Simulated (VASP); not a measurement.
Output of a VASP run:

OUTCAR:
```
 ion  position               nearest neighbor table
   1  0.232  0.232  0.232-   2 3.07   2 3.07   2 3.07   2 3.61   2 3.61   2 3.61
   2  0.768  0.768  0.768-   1 3.07   1 3.07   1 3.07   1 3.61   1 3.61   1 3.61
  LATTYP: Found a trigonal (rhomboedric) cell.
 ALAT       =     4.8511268564
 COS(alpha) =     0.5621350294
 Subroutine PRICEL returns:
 Original cell was already a primitive cell.
 Subroutine GETGRP returns: Found 12 space group operations
The static configuration has the point symmetry D_3d.
The dynamic configuration has the point symmetry D_3d.
 Subroutine INISYM returns: Found 12 space group operations
 Subroutine IBZKPT returns following result:
 Found     32 irreducible k-points:

 Following reciprocal coordinates:
            Coordinates               Weight
  0.000000  0.000000  0.000000      1.000000
  0.166667  0.000000  0.000000      6.000000
  0.333333  0.000000  0.000000      6.000000
  0.500000  0.000000  0.000000      3.000000
  0.166667  0.166667  0.000000      6.000000
  0.333333  0.166667  0.000000     12.000000
  0.500000  0.166667 -0.000000     12.000000
 -0.333333  0.166667 -0.000000     12.000000
 -0.166667  0.166667  0.000000      6.000000
  0.333333  0.333333  0.000000      6.000000
  0.500000  0.333333  0.000000     12.000000
 -0.333333  0.333333  0.000000      6.000000
  0.500000  0.500000  0.000000      3.000000
  0.166667  0.166667  0.166667      2.000000
  0.333333  0.166667  0.166667      6.000000
  0.500000  0.166667  0.166667      6.000000
 -0.333333  0.166667  0.166667      6.000000
 -0.166667  0.166667  0.166667      6.000000
  0.333333  0.333333  0.166667      6.000000
  0.500000  0.333333  0.166667     12.000000
 -0.333333  0.333333  0.166667     12.000000
 -0.166667  0.333333  0.166667     12.000000
  0.500000  0.500000  0.166667      6.000000
 -0.333333  0.500000  0.166667     12.000000
 -0.166667  0.500000  0.166667      6.000000
 -0.333333 -0.333333  0.166667      6.000000
  0.333333  0.333333  0.333333      2.000000
  0.500000  0.333333  0.333333      6.000000
 -0.333333  0.333333  0.333333      6.000000
  0.500000  0.500000  0.333333      6.000000
 -0.333333  0.500000  0.333333      6.000000
  0.500000  0.500000  0.500000      1.000000
   k-points           NKPTS =     32   k-points in BZ     NKDIM =     32   number of bands    NBANDS=     19
   number of dos      NEDOS =    301   number of ions     NIONS =      2
   total plane-waves  NPLWV =  32768
   dimension x,y,z NGX =    32 NGY =   32 NGZ =   32
   dimension x,y,z NGXF=    64 NGYF=   64 NGZF=   64
   ions per type =               2
   PREC   = accura    normal or accurate (medium, high low for compatibility)
   ISTART =      0    job   : 0-new  1-cont  2-samecut
   ICHARG =      2    charge: 1-file 2-atom 10-const
   ISPIN  =      1    spin polarized calculation?
   LNONCOLLINEAR =      F non collinear calculations
   LSORBIT =      F    spin-orbit coupling
   INIWAV =      1    electr: 0-lowe 1-rand  2-diag
   ENCUT  =  400.0 eV  29.40 Ry    5.42 a.u.   7.91  7.91  7.91*2*pi/ulx,y,z
   NELM   =    100;   NELMIN=  2; NELMDL= -5     # of ELM steps
   EDIFF  = 0.1E-05   stopping-criterion for ELM
   LREAL  =      F    real-space projection
   NLSPLINE    = F    spline interpolate recip. space projectors
   LMAXMIX     =    4 max onsite mixed and CHGCAR
   VOSKOWN=      0    Vosko Wilk Nusair interpolation
   EDIFFG = -.1E-01   stopping-criterion for IOM
   NSW    =     60    number of steps for IOM
   NBLOCK =      1;   KBLOCK =     60    inner block; outer block
   IBRION =      2    ionic relax: 0-MD 1-quasi-New 2-CG
   NFREE  =      1    steps in history (QN), initial steepest desc. (CG)
   ISIF   =      3    stress and relaxation
   ISYM   =      2    0-nonsym 1-usesym 2-fastsym
   TEIN   =    0.0    initial temperature
   TEBEG  =    0.0;   TEEND  =   0.0 temperature during run
   SMASS  =  -3.00    Nose mass-parameter (am)
   PSTRESS=    0.0 pullay stress
...
```

OSZICAR:
```
...
DAV:   6    -0.117026851636E+03   -0.64189E-06   -0.49579E-06   972   0.275E-02
   3 F= -.11702685E+03 E0= -.11702643E+03  d E =-.454474E-03
       N       E                     dE             d eps       ncg     rms          rms(c)
DAV:   1    -0.117030319402E+03   -0.34684E-02   -0.15823E-01  1318   0.558E+00    0.313E-01
DAV:   2    -0.117027565109E+03    0.27543E-02   -0.84716E-03  1315   0.135E+00    0.135E-01
DAV:   3    -0.117026848880E+03    0.71623E-03   -0.34750E-03  1574   0.857E-01    0.177E-02
DAV:   4    -0.117026824194E+03    0.24686E-04   -0.72742E-04  1216   0.229E-01    0.116E-02
DAV:   5    -0.117026946249E+03   -0.12205E-03   -0.32968E-05  1222   0.460E-02    0.941E-03
DAV:   6    -0.117027004601E+03   -0.58352E-04   -0.26060E-05  1225   0.580E-02    0.541E-03
DAV:   7    -0.117027016655E+03   -0.12055E-04   -0.82765E-06   966   0.284E-02    0.149E-03
DAV:   8    -0.117027017211E+03   -0.55556E-06   -0.86362E-07   778   0.126E-02
   4 F= -.11702702E+03 E0= -.11702661E+03  d E =-.165575E-03
       N       E                     dE             d eps       ncg     rms          rms(c)
DAV:   1    -0.117028588656E+03   -0.15720E-02   -0.73916E-02  1318   0.381E+00    0.214E-01
DAV:   2    -0.117027303146E+03    0.12855E-02   -0.39579E-03  1315   0.920E-01    0.924E-02
DAV:   3    -0.117026968902E+03    0.33424E-03   -0.16191E-03  1574   0.585E-01    0.121E-02
DAV:   4    -0.117026955112E+03    0.13790E-04   -0.33437E-04  1216   0.156E-01    0.789E-03
DAV:   5    -0.117027012360E+03   -0.57248E-04   -0.15253E-05  1222   0.313E-02    0.640E-03
DAV:   6    -0.117027039266E+03   -0.26906E-04   -0.12286E-05  1209   0.398E-02    0.369E-03
DAV:   7    -0.117027044535E+03   -0.52686E-05   -0.38862E-06   966   0.198E-02    0.981E-04
DAV:   8    -0.117027044805E+03   -0.27016E-06   -0.41813E-07   632   0.885E-03
   5 F= -.11702704E+03 E0= -.11702665E+03  d E =-.193169E-03
       N       E                     dE             d eps       ncg     rms          rms(c)
DAV:   1    -0.117027229093E+03   -0.18456E-03   -0.88644E-03  1333   0.818E-01    0.661E-02
DAV:   2    -0.117027132746E+03    0.96347E-04   -0.40132E-04  1413   0.322E-01    0.416E-02
DAV:   3    -0.117027069947E+03    0.62799E-04   -0.10800E-04  1493   0.224E-01    0.356E-03
DAV:   4    -0.117027077674E+03   -0.77262E-05   -0.55291E-05  1222   0.876E-02    0.337E-03
DAV:   5    -0.117027085220E+03   -0.75462E-05   -0.56253E-06  1016   0.233E-02    0.150E-03
DAV:   6    -0.117027084828E+03    0.39208E-06   -0.88444E-07   858   0.929E-03
   6 F= -.11702708E+03 E0= -.11702670E+03  d E =-.400226E-04
       N       E                     dE             d eps       ncg     rms          rms(c)
DAV:   1    -0.117028433445E+03   -0.13482E-02   -0.79607E-02  1333   0.245E+00    0.198E-01
DAV:   2    -0.117027571531E+03    0.86191E-03   -0.36106E-03  1464   0.952E-01    0.125E-01
DAV:   3    -0.117027007306E+03    0.56422E-03   -0.97826E-04  1541   0.665E-01    0.107E-02
DAV:   4    -0.117027078908E+03   -0.71602E-04   -0.49183E-04  1222   0.257E-01    0.991E-03
DAV:   5    -0.117027142358E+03   -0.63450E-04   -0.52508E-05  1216   0.682E-02    0.462E-03
DAV:   6    -0.117027139314E+03    0.30432E-05   -0.86073E-06  1099   0.298E-02    0.163E-03
DAV:   7    -0.117027143090E+03   -0.37762E-05   -0.44463E-06   960   0.199E-02    0.101E-03
DAV:   8    -0.117027143422E+03   -0.33182E-06   -0.88523E-07   864   0.107E-02
   7 F= -.11702714E+03 E0= -.11702678E+03  d E =-.986173E-04
```

File OUTCAR:
```
------------------------ aborting loop because EDIFF is reached ----------------------------------------
  FORCE on cell =-STRESS in cart. coord.  units (eV):
  Direction    XX          YY          ZZ          XY          YZ          ZX
  --------------------------------------------------------------------------------------
  Total        0.0021121     -0.0039266     -0.0032600      0.0000000      0.0000000      0.0020063
  in kB        0.0461565     -0.0858108     -0.0712434      0.0000000      0.0000000      0.0438454
  external PRESSURE =      -0.0369659 kB  Pullay stress =       0.0000000 kB
  volume of cell :       73.31
      direct lattice vectors                 reciprocal lattice vectors
     4.314369892 -2.268925405  0.053050512     0.117062074 -0.220368637 -0.095175110
     4.314369892  2.268925405  0.053050512     0.117062074  0.220368637 -0.095175110
     3.075284290  0.000000000  3.782492668    -0.003283656  0.000000000  0.267045640
 POSITION                                       TOTAL-FORCE (eV/Angst)
 -----------------------------------------------------------------------------------
      2.70706      0.00000      0.89941         0.002590      0.000000      0.000860
      8.99696      0.00000      2.98919        -0.002590      0.000000     -0.000860
 -----------------------------------------------------------------------------------
    total drift:                                0.000000      0.000000      0.000000
  FREE ENERGIE OF THE ION-ELECTRON SYSTEM (eV)
  ---------------------------------------------------
  free  energy   TOTEN  =      -117.0271434223 eV

  energy  without entropy=     -117.0264232186  energy(sigma->0) =     -117.02678332

 reached required accuracy - stopping structural energy minimisation
```
(Selected blocks of OUTCAR.)

### POSCAR
```
Bi
1
    4.2871102252    -2.2698527654     0.0434294565
    4.2871102252     2.2698527654     0.0434294565
    3.0475181826    -0.0000000000     3.7743959209
Bi
2
Direct
  0.2321590209   0.2321590209   0.2321590209
  0.7678409791   0.7678409791   0.7678409791
```

**Question.** Write an INCAR and KPOINTS that could have produced this output.

**Answer.** Several could match; the one computed here: the input of the run itself, r2SCAN meta-GGA, plane waves, VASP's PBE PAW potentials (set 64).

### KPOINTS
```
Automatic mesh
0
G
  6 6 6
0 0 0
```

INCAR:
```
SYSTEM = Bi
PREC = Accurate
ENCUT = 400
EDIFF = 1E-6
NELM = 100
ALGO = Normal
LREAL = .FALSE.
LASPH = .TRUE.
ISMEAR = 0
SIGMA = 0.05
METAGGA = R2SCAN
LMIXTAU = .TRUE.
LMAXMIX = 4
LWAVE = .FALSE.
LCHARG = .FALSE.
IBRION = 2
ISIF = 3
NSW = 60
EDIFFG = -0.01
```

POTCAR, in this order: Bi_d (PBE.64 set). Program: vasp_std.

The compound is Bi in the a7 structure. This run relaxes it. Symmetry was kept, so distortions that lower it aren't found. The start is the result of an earlier pass.
